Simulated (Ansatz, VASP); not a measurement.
# Cross-check of GaN between VASP and Ansatz

One calculation is typed for both programs; each brings its own data sets. How far apart do they land? The cell is taken from a series of runs on this material, whose earlier steps may have relaxed, scaled, displaced or heated it; both programs get it as it stands.

Calculated with Ansatz 0.2.0; plane waves, with VASP 6.6.1 beside it; zone-centre phonons at LDA.

### Step 1. Starting point

Symmetry: F-43m, No. 216, cubic system. Conventional cell: a = 4.455 Å, b = 4.455 Å, c = 4.455 Å, α = 90.00°, β = 90.00°, γ = 90.00°. N has 4 Ga at 1.93 Å nearest. Nearest to Ga lie 4 N at 1.93 Å. Farther neighbours and most contacts between anions are not listed.

Structure file:

```cif
data_structure
_symmetry_space_group_name_H-M 'P 1'
_symmetry_Int_Tables_number 1
_cell_length_a 3.1503
_cell_length_b 3.1503
_cell_length_c 3.1503
_cell_angle_alpha 60.000
_cell_angle_beta 60.000
_cell_angle_gamma 60.000
_cell_volume 22.11
loop_
_atom_site_label
_atom_site_type_symbol
_atom_site_fract_x
_atom_site_fract_y
_atom_site_fract_z
_atom_site_occupancy
N1 N 0.25000 0.25000 0.25000 1
Ga2 Ga 0.00000 0.00000 0.00000 1
```

### Step 2. VASP: zone-centre phonons, LDA

Second derivatives magnify differences that forces hide, and they need a tight electronic threshold.

Lines of VASP's logs that name or quote its potential files are left out, and so is its time.

Input file INCAR:

```
SYSTEM = GaN
PREC = Accurate
ENCUT = 600
EDIFF = 1E-08
NELM = 120
ISMEAR = -1
SIGMA = 0.03
LREAL = .FALSE.
ALGO = Normal
GGA = PW92
NELECT = 18.013265
NBANDS = 15
LORBIT = 11
LWAVE = .FALSE.
LCHARG = .FALSE.
ISIF = 2
IBRION = 8
LASPH = .TRUE.
GGA_COMPAT = .FALSE.
KPAR = 2
```

Input file POSCAR:

```
GaN
1.0
    0.0000000000      2.2276025113      2.2276025113
    2.2276025113      0.0000000000      2.2276025113
    2.2276025113      2.2276025113      0.0000000000
N Ga
1 1
Direct
    0.2500000000      0.2500000000      0.2500000000
    0.0000000000      0.0000000000      0.0000000000
```

Input file KPOINTS:

```
Automatic mesh
0
Gamma
30 30 30
0 0 0
```

PAW data sets: N and Ga_d (LDA family, release 64).

Command:

```bash
> mpirun -np 2 vasp_std
```

Numbers of over 12 decimals in the logs are rounded to 6 here.

The program printed:

```text
[banner, memory and clock lines left out]
running    2 mpi-ranks, on    1 nodes
 distrk:  each k-point on    1 cores,    2 groups
 distr:  one band on    1 cores,    1 groups

 POSCAR found type information on POSCAR N Ga
 POSCAR found :  2 types and       2 ions
|                                                                             |
|               ----> ADVICE to this user running VASP <----                  |
|                                                                             |
|     You enforced a specific xc type in the INCAR file but a different       |
|     [... a line on the potential file left out ...]
|     I HOPE YOU KNOW WHAT YOU ARE DOING!                                     |
|                                                                             |

 LDA part: xc-table for (Slater(with rela. corr.)+PW92), standard interpolation
 POSCAR, INCAR and KPOINTS ok, starting setup
 FFT: planning ... GRIDC
 FFT: planning ... GRID_SOFT
 FFT: planning ... GRID
 WAVECAR not read
 entering main loop
       N       E                     dE             d eps       ncg     rms          rms(c)
DAV:   1     0.887503316274E+02    0.88750E+02   -0.10261E+04 24963   0.236E+03
DAV:   2    -0.949438393277E+01   -0.98245E+02   -0.91225E+02 25781   0.363E+02
DAV:   3    -0.158767243600E+02   -0.63823E+01   -0.63532E+01 25122   0.776E+01
DAV:   4    -0.159510819023E+02   -0.74358E-01   -0.74338E-01 28591   0.884E+00
DAV:   5    -0.159520192381E+02   -0.93734E-03   -0.93733E-03 26349   0.945E-01BRMIX: very serious problems
 the old and the new charge density differ
 old charge density:    18.00000 new   18.01327
BRMIX: very serious problems
 the old and the new charge density differ
 old charge density:    18.00000 new   18.01327
    0.766E+00
DAV:   6    -0.139011224707E+02    0.20509E+01   -0.52924E+00 33896   0.443E+01    0.266E+00
DAV:   7    -0.138742072018E+02    0.26915E-01   -0.27186E-01 26396   0.649E+00    0.168E+00
DAV:   8    -0.138494323573E+02    0.24775E-01   -0.70510E-02 27026   0.303E+00    0.697E-01
DAV:   9    -0.138460681160E+02    0.33642E-02   -0.13084E-02 31036   0.256E+00    0.196E-01
DAV:  10    -0.138461070163E+02   -0.38900E-04   -0.16040E-03 28245   0.586E-01    0.731E-02
DAV:  11    -0.138460495193E+02    0.57497E-04   -0.19953E-04 34441   0.263E-01    0.102E-02
DAV:  12    -0.138460513214E+02   -0.18022E-05   -0.16052E-05 25871   0.480E-02    0.145E-03
DAV:  13    -0.138460512962E+02    0.25283E-07   -0.59991E-07 35348   0.157E-02    0.918E-04
DAV:  14    -0.138460512991E+02   -0.29208E-08   -0.33922E-08 25460   0.181E-03
   1 F= -.13846051E+02 E0= -.13846009E+02  d E =-.847395E-04
 Linear response reoptimize wavefunctions to high precision
DAV:   1    -0.138460512989E+02    0.16462E-09   -0.15380E-09 19808   0.496E-04
DAV:   2    -0.138460512990E+02   -0.65484E-10   -0.44955E-10 14745   0.202E-04
 Linear response DOF=           2
 Linear response progress:
  Degree of freedom:   1/  2
       N       E                     dE             d eps       ncg     rms          rms(c)
RMM:   1    -0.236256702814E+00   -0.23626E+00    0.92276E-02263126   0.404E+00
RMM:   2    -0.227286960777E+00    0.89697E-02   -0.87894E-03194147   0.104E+00    0.144E-01
RMM:   3    -0.228366025374E+00   -0.10791E-02   -0.15578E-03214997   0.338E-01    0.706E-02
RMM:   4    -0.229594671352E+00   -0.12286E-02   -0.36243E-04213698   0.134E-01    0.175E-02
RMM:   5    -0.229676430629E+00   -0.81759E-04   -0.11928E-05220402   0.311E-02    0.269E-03
RMM:   6    -0.229625161470E+00    0.51269E-04   -0.76598E-07215696   0.801E-03    0.120E-03
RMM:   7    -0.229619191797E+00    0.59697E-05   -0.43963E-08227142   0.198E-03    0.228E-04
RMM:   8    -0.229617257482E+00    0.19343E-05   -0.76206E-09223579   0.522E-04    0.257E-05
RMM:   9    -0.229616916885E+00    0.34060E-06    0.46833E-10227105   0.160E-04    0.111E-05
RMM:  10    -0.229617085875E+00   -0.16899E-06    0.11302E-09222885   0.713E-05    0.110E-06
RMM:  11    -0.229617079102E+00    0.67731E-08    0.96121E-10223590   0.387E-05    0.334E-07
 first order change of Fermi-energy   0.11415E-03
 force on displaced ion       1 direction 1 : -13.315   0.000   0.000
 Linear response progress:
  Degree of freedom:   2/  2
       N       E                     dE             d eps       ncg     rms          rms(c)
RMM:   1    -0.163274776545E+00   -0.16327E+00    0.27986E-01143084   0.929E+00
RMM:   2    -0.161065609106E+00    0.22092E-02   -0.34765E-02219712   0.169E+00    0.557E-02
RMM:   3    -0.161288907119E+00   -0.22330E-03   -0.24728E-03221737   0.398E-01    0.337E-02
RMM:   4    -0.160909712760E+00    0.37919E-03   -0.16517E-04233283   0.111E-01    0.356E-03
RMM:   5    -0.160921261981E+00   -0.11549E-04   -0.51622E-06238809   0.321E-02    0.215E-03
RMM:   6    -0.160916932098E+00    0.43299E-05    0.28352E-06239241   0.101E-02    0.316E-04
RMM:   7    -0.160917180280E+00   -0.24818E-06    0.17986E-06242269   0.351E-03    0.186E-04
RMM:   8    -0.160917365791E+00   -0.18551E-06    0.12920E-06241280   0.121E-03    0.359E-05
RMM:   9    -0.160917316273E+00    0.49518E-07    0.59013E-07241896   0.456E-04    0.104E-05
RMM:  10    -0.160917243042E+00    0.73231E-07    0.37227E-07240739   0.191E-04    0.222E-06
RMM:  11    -0.160917256553E+00   -0.13511E-07    0.14945E-07243689   0.906E-05    0.622E-07
RMM:  12    -0.160917261287E+00   -0.47343E-08    0.87898E-08235534   0.542E-05    0.346E-07
 first order change of Fermi-energy  -0.60819E-05
 force on displaced ion       2 direction 1 : -13.300   0.000   0.000
 Linear response finished
```

Parts of OUTCAR (step 2):

```text
NELECT = 18.013265

 ion  position               nearest neighbor table
   1  0.250  0.250  0.250-   2 1.93   2 1.93   2 1.93   2 1.93
   2  0.000  0.000  0.000-   1 1.93   1 1.93   1 1.93   1 1.93

  LATTYP: Found a face centered cubic cell.
 ALAT       =     4.4552050226

 Subroutine GETGRP returns: Found 24 space group operations
 (whereof 24 operations were pure point group operations)

The static configuration has the point symmetry T_d .

 Found    752 irreducible k-points:

   k-points           NKPTS =    752   k-points in BZ     NKDIM =    752   number of bands    NBANDS=     15

   dimension x,y,z NGX =    28 NGY =   28 NGZ =   28
   dimension x,y,z NGXF=    56 NGYF=   56 NGZF=   56

   ENCUT  =  600.0 eV  44.10 Ry    6.64 a.u.   6.29  6.29  6.29*2*pi/ulx,y,z

 k-points in reciprocal lattice and weights: Automatic mesh
   0.00000000  0.00000000  0.00000000       0.000
   0.03333333  0.00000000  0.00000000       0.000
   0.06666667  0.00000000  0.00000000       0.000
   0.10000000  0.00000000  0.00000000       0.000
   0.13333333  0.00000000  0.00000000       0.000
   0.16666667  0.00000000  0.00000000       0.000
   0.20000000  0.00000000  0.00000000       0.000
   0.23333333  0.00000000  0.00000000       0.000
   0.26666667  0.00000000  0.00000000       0.000
[...]
-0.26666667  0.46666667  0.23333333       0.001
  -0.26666667  0.50000000  0.23333333       0.000

 average (electrostatic) potential at core
       1 -61.6216       2 -64.3817

  Total        0.3406917      0.3406917      0.3406917      0.0000000     -0.0000000      0.0000000
  in kB       24.6904525     24.6904525     24.6904525      0.0000000     -0.0000000      0.0000000
  external PRESSURE =      24.6904525 kB  Pullay stress =       0.0000000 kB

  energy-cutoff  :      600.00
  volume of cell :       22.11
      direct lattice vectors                 reciprocal lattice vectors
     0.000000000  2.227602511  2.227602511    -0.224456561  0.224456561  0.224456561
     2.227602511  0.000000000  2.227602511     0.224456561 -0.224456561  0.224456561
     2.227602511  2.227602511  0.000000000     0.224456561  0.224456561 -0.224456561

 POSITION                                       TOTAL-FORCE (eV/Angst)
 -----------------------------------------------------------------------------------
      1.11380      1.11380      1.11380        -0.000000     -0.000000     -0.000000
      0.00000      0.00000      0.00000         0.000000      0.000000      0.000000
 -----------------------------------------------------------------------------------
    total drift:                               -0.000000     -0.000000      0.000000

 Eigenvectors and eigenvalues of the dynamical matrix
 ----------------------------------------------------

   1 f  =   16.704519 THz   104.957588 2PiTHz  557.202775 cm-1    69.084308 meV
             X         Y         Z           dx          dy          dz
      1.113801  1.113801  1.113801    -0.912650    0.000000    0.000000
      0.000000  0.000000  0.000000     0.408742    0.000000    0.000000

   2 f  =   16.704519 THz   104.957588 2PiTHz  557.202775 cm-1    69.084308 meV
             X         Y         Z           dx          dy          dz
      1.113801  1.113801  1.113801     0.000000   -0.912650   -0.000000
      0.000000  0.000000  0.000000     0.000000    0.408742    0.000000

   3 f  =   16.704519 THz   104.957588 2PiTHz  557.202775 cm-1    69.084308 meV
             X         Y         Z           dx          dy          dz
      1.113801  1.113801  1.113801     0.000000   -0.000000    0.912650
      0.000000  0.000000  0.000000     0.000000   -0.000000   -0.408742

   4 f/i=    0.003542 THz     0.022252 2PiTHz    0.118133 cm-1     0.014647 meV
             X         Y         Z           dx          dy          dz
      1.113801  1.113801  1.113801     0.000000   -0.357469    0.198206
      0.000000  0.000000  0.000000     0.000000   -0.798168    0.442559

   5 f/i=    0.003542 THz     0.022252 2PiTHz    0.118133 cm-1     0.014647 meV
             X         Y         Z           dx          dy          dz
      1.113801  1.113801  1.113801    -0.408742    0.000000    0.000000
      0.000000  0.000000  0.000000    -0.912650    0.000000    0.000000

   6 f/i=    0.003542 THz     0.022252 2PiTHz    0.118133 cm-1     0.014647 meV
             X         Y         Z           dx          dy          dz
      1.113801  1.113801  1.113801     0.000000    0.198206    0.357469
      0.000000  0.000000  0.000000     0.000000    0.442559    0.798168

 ELASTIC MODULI CONTR FROM IONIC RELAXATION (kBar)
 Direction    XX          YY          ZZ          XY          YZ          ZX
 --------------------------------------------------------------------------------
 XX          -0.0000      0.0000      0.0000     -0.0000      0.0000      0.0000
 YY           0.0000     -0.0000      0.0000     -0.0000     -0.0000     -0.0000
 ZZ           0.0000      0.0000     -0.0000      0.0000     -0.0000      0.0000
 XY          -0.0000     -0.0000      0.0000   -449.3904     -0.0000      0.0000
 YZ           0.0000     -0.0000     -0.0000     -0.0000   -449.3904     -0.0000
 ZX           0.0000     -0.0000      0.0000      0.0000     -0.0000   -449.3904
 --------------------------------------------------------------------------------
```

The cell is charged against a uniform background.

### Step 3. Ansatz: zone-centre phonons, LDA

Ansatz runs on its PAW soft_1 files.

The same cell, functional (in two slightly different forms), mesh and smearing now go to Ansatz, which takes its cutoff from its data sets.

Input file input.yaml:

```yaml
crystal:
  lattice:
    - [0.0, 2.2276025113, 2.2276025113]
    - [2.2276025113, 0.0, 2.2276025113]
    - [2.2276025113, 2.2276025113, 0.0]
  atoms:
    - { symbol: "N", position: [0.25, 0.25, 0.25] }
    - { symbol: Ga, position: [0.0, 0.0, 0.0] }
total_charge: -0.013265
kpoints:
  mp_grid: { grid: [30, 30, 30] }
hamiltonian:
  xc: lda
  pseudopotentials: { kind: paw, azcp: { folder: soft_1 }, xc_functional: pbe }
scf:
  occupations: { method: fermi_dirac, width: 0.03 }
output:
  eigenvalues: true
phonons:
  method: dfpt
```

Command:

```bash
> ansatz run input.yaml --threads 8 --pin off --max-ram 16384MiB --backend cpu --events-out ev --progress --plain --runs-dir out
```

The program printed:

```text
zone centre: on kpoints.mp_grid the ground state, and the responses unless they are solved on pairs of k-points, stand on 1992 of the mesh's 27000 k-points, reduced under 8 symmetry operations, with k and −k counted as one. Each operation leaves every solved displacement unchanged or reverses it
Engine: ansatz 0.2.0, aarch64-unknown-linux-gnu
Pseudopotentials: kind: paw
Pseudopotential: N, paw, valence charge 5, recommended cutoff 420 eV (normal), soft_1/N.paw.azcp
Pseudopotential: Ga, paw, valence charge 13, recommended cutoff 420 eV (normal), soft_1/Ga.paw.azcp
Functional definition: SPW92
  exchange = slater_x
  correlation = pw_c
Crystal: 2 atoms, lattice volume = 22.108 Å³
Basis set: ecut = 420 eV, 411 PW (Γ), exchange–correlation on 48×48×48 points (8 copies of the dense FFT grid, shifted against one another)
Bands: 14, of which v1, the nominal top of the filled ones, is band 9 counted from 1 (8 counted from 0)
Symmetry: 24 space group operations
k-points: 1992 of 27000 (irreducible under 8 space group operations, time reversal used)
Non-local potential: N, projectors of the file, l = 0: 2, l = 1: 2, l = 2: 1
Non-local potential: Ga, projectors of the file, l = 0: 2, l = 1: 2, l = 2: 3, l = 3: 1
PAW form: soft (Blöchl's): semilocal exchange-correlation on the pseudo side does not see the compensation charge
PAW frozen core: N, regenerated for the run's functional, and the local potential with it (the file was generated under x = pbe(κ = 0.804, μ = 0.219515), c = pbe(β = 0.066725))
PAW frozen core: Ga, regenerated for the run's functional, and the local potential with it (the file was generated under x = pbe(κ = 0.804, μ = 0.219515), c = pbe(β = 0.066725))
PAW one-centre angular grid: N, 110 points (default); XC on 64 Gauss nodes
PAW one-centre angular grid: Ga, 590 points (default); XC on 64 Gauss nodes
Initial density: superposition of atomic densities (chi_scale 0.1, normalization cell, long waves kept (reshape's long-wave potential 0.00 eV rms))
Initial wavefunctions: pseudopotential atomic-orbital guess
Functional: x = slater, c = lda
SCF iter   1: F=—  HF=-4082.545502 eV  |F-HF|=—  |Δ(HF+E_count)|=         —  Δρ=1.05e-1  dr2=2.18e0  ethr=3.10e-3  ⟨swp⟩=4.7  Hψ=137964  notcnv=0
preconditioner: auto → none  [metal: Δε(μ)=0.084 eV  Ē_g=20.525 eV  σ=0.030 eV  W_gap=0.49  n_scr=8 (ndim 8)  ℏωp=33.5 eV  f_vac=0.000  D(μ)=0.03/eV (n_scr^D=0)  sad-step TF]
SCF iter   2: F=—  HF=-4082.228461 eV  |F-HF|=—  |Δ(HF+E_count)|=   3.17e-1  Δρ=6.67e-2  dr2=1.01e0  ethr=3.10e-3  ⟨swp⟩=2.0  Hψ=51655  notcnv=0  defer=1897
SCF iter   3: F=—  HF=-4081.937623 eV  |F-HF|=—  |Δ(HF+E_count)|=   2.91e-1  Δρ=8.94e-3  dr2=1.10e-2  ethr=3.10e-3  ⟨swp⟩=2.2  Hψ=41998  notcnv=0  defer=1897
SCF iter   4: F=—  HF=-4081.924551 eV  |F-HF|=—  |Δ(HF+E_count)|=   1.31e-2  Δρ=5.70e-3  dr2=3.29e-3  ethr=6.08e-5  ⟨swp⟩=2.2  Hψ=68923  notcnv=0  defer=1861
SCF iter   5: F=—  HF=-4081.923737 eV  |F-HF|=—  |Δ(HF+E_count)|=   8.15e-4  Δρ=1.58e-3  dr2=2.37e-4  ethr=1.83e-5  ⟨swp⟩=2.0  Hψ=50453  notcnv=0  defer=1861
SCF iter   6: F=—  HF=-4081.923681 eV  |F-HF|=—  |Δ(HF+E_count)|=   5.50e-5  Δρ=2.03e-4  dr2=4.77e-6  ethr=1.31e-6  ⟨swp⟩=2.0  Hψ=37800  notcnv=0  defer=1861
SCF iter   7: F=—  HF=-4081.923680 eV  |F-HF|=—  |Δ(HF+E_count)|=   9.96e-7  Δρ=1.74e-5  dr2=2.71e-8  ethr=2.65e-8  ⟨swp⟩=2.2  Hψ=41933  notcnv=0  defer=1861
SCF iter   8: F=—  HF=-4081.923680 eV  |F-HF|=—  |Δ(HF+E_count)|=   2.33e-7  Δρ=7.95e-7  dr2=6.48e-11  ethr=1.50e-10  ⟨swp⟩=2.0  Hψ=42500  notcnv=0  defer=1859
SCF iter   9: F=-4081.923680 eV  HF=-4081.923680 eV  |F-HF|=3.64e-12  |Δ(HF+E_count)|=  1.64e-11  Δρ=1.31e-7  dr2=2.47e-12  ethr=1.00e-12  ⟨swp⟩=9.6  Hψ=134209  notcnv=0
SCF 1 converged in 9 iterations: F = -4081.923680 eV  dr2 = 2.47e-12
  greatest PAW one-centre occupation: 0.996 electrons in one spin orbital (limit 2), on the Ga atom at site 1 (counted from 0), in its partial waves of l = 2
DFPT response loops at Γ: preconditioner auto → Kerker (q_TF=auto, 2.637 Å⁻¹) (partly filled bands, converged f_vac=0.000); β = 1.00, the filter's whole step (`scf.mixing.beta` (0.50) is not read by the response loops under this deck's `scf.mixing.preconditioner`; to damp them name `kerker` or `kerker_dos`, under which they read `scf.mixing.beta`, and type it under 1.00, their step now; both keys bind the ground state too); Broyden in place of MSR1
SCF converged after 9 iterations
Free energy (F): -4081.923680 eV
Harris-Foulkes:  -4081.923680 eV  (|F-HF|=3.64e-12)
Internal energy: -4081.923596 eV  (E = F + TS)
E sigma→0 (E₀):  -4081.923638 eV
Entropy (-TS):   -0.000085 eV (-0.042 meV/atom)
Fermi energy:    12.702566 eV
--- Per-component energies (eV) ---
  E_band       = -4.675002
  E_kinetic    = 242.039919
  E_local      = -1390.114776  (includes V_loc(G=0)·N_el)
  E_nonlocal   = -51.786123
  E_hartree    = 883.294349
  E_xc         = -122.036710
  E_vxc        = -131.681044  (∫ρ·V_xc dr)
  E_paw        = -2039.238954  (= ΣΔE_a)
  E_vpaw       = -439.722376  (= ΣTr[D̂ρ^β])
  E_aug_tail   = 0.000638  (compensation charges beyond the density's cutoff)
  E_ewald      = -1605.890465
  E_core_change = 1.808525  (= ΣΔE_core)
  E_smearing   = -0.000085  (= −TS)
  E_closure    = -0.000000  (closes the sum)
  E_deformation_potential = -0.246935  (in the stress; not in F)
  Σ components = -4081.923680   (vs F -4081.923680, Δ=0.00e0)
--- Band table (eV; the first three rows and the last of 1992) ---
  k-point 0: bands = [... 5 lower, -3.4728, 9.8097, 9.8097, 9.8097, 11.7637, 20.1401, 20.1401, 20.1401, ... 1 higher]
  k-point 1: bands = [... 5 lower, -3.4730, 9.6475, 9.7965, 9.7965, 11.8957, 20.0734, 20.1613, 20.1613, ... 1 higher]
  k-point 2: bands = [... 5 lower, -3.4736, 9.2482, 9.7577, 9.7577, 12.2055, 19.8913, 20.2216, 20.2216, ... 1 higher]
  k-point 1991: bands = [... 5 lower, -1.2759, 3.8858, 5.9233, 5.9501, 15.9413, 18.3588, 20.2797, 20.8668, ... 1 higher]
--- Phonons (Γ-DFPT): 2 representative perturbations + reference, on 1992 of 27000 k-points (Σ response iterations 6) ---
  k mesh reduced under 8 symmetry operations, with k and −k counted as one. Each operation leaves every solved displacement unchanged or reverses it
  ASR residual: 1.038e-4 → 0.000e0 eV/Å²; symmetrization residual: 4.598e-7 eV/Å²
  ASR residual per site (eV/Å²): 4.54e-5 1.04e-4
  Γ frequencies (cm⁻¹): 0.00 0.00 0.00 552.67 552.67 552.67
  non-analytic LO–TO correction: not included (Born effective charges unavailable; polar crystals: no LO–TO splitting at Γ)
```

### Step 4. Comparison

Known differences besides the potentials themselves: the cutoff is 420 eV in Ansatz and 600 eV in VASP; VASP's log shows a relativistic correction to its local exchange, Ansatz's none. Total energies have different zeros and are not compared.

Compared:

| quantity | Ansatz | VASP | difference |
| --- | --- | --- | --- |
| optical mode 1 to 3 (cm⁻¹) | 552.7 | 557.2 | -0.81 % |

Modes are paired by rising frequency, not by their patterns, so a pair may set unlike modes beside each other; they are those without the splitting of longitudinal modes. The cell carries a charge of -0.013265 e against a uniform background, so its pressure also hangs on how the neutralising background is counted, and in a defect's cell a gap may be the spacing between its levels.

### Step 5. What came out

```json
{
  "r.m.s. difference of the optical zone-centre modes, each program's sorted by frequency (zone-centre phonons, LDA)": "4.5 cm⁻¹",
  "difference in optical mode 1 to 3 (zone-centre phonons, LDA)": "-0.8 %"
}
```

**Reading.** The r.m.s. difference of the optical zone-centre modes, each program's sorted by frequency is 4.5 cm⁻¹ (zone-centre phonons, LDA). Among the rows given in per cent, the largest difference of the zone-centre phonons, LDA pair is in optical mode 1 to 3, -0.8 %. Such differences can come from data sets, numerical settings and the points named under the comparisons, not from the functional's error against experiment.

[Lines on the potential files, build, host, timing and source positions are cut from VASP's logs without a mark.]

[Logs are printed without paths, hosts, clocks, repeated set-up lines and the standing remarks that a program may print on its own settings, such as how far it seeks lower states.]

[Hosts, paths, dates, database ids (printed as entryN), source tags and the programs' standing remarks are cut or masked in the printed files.]
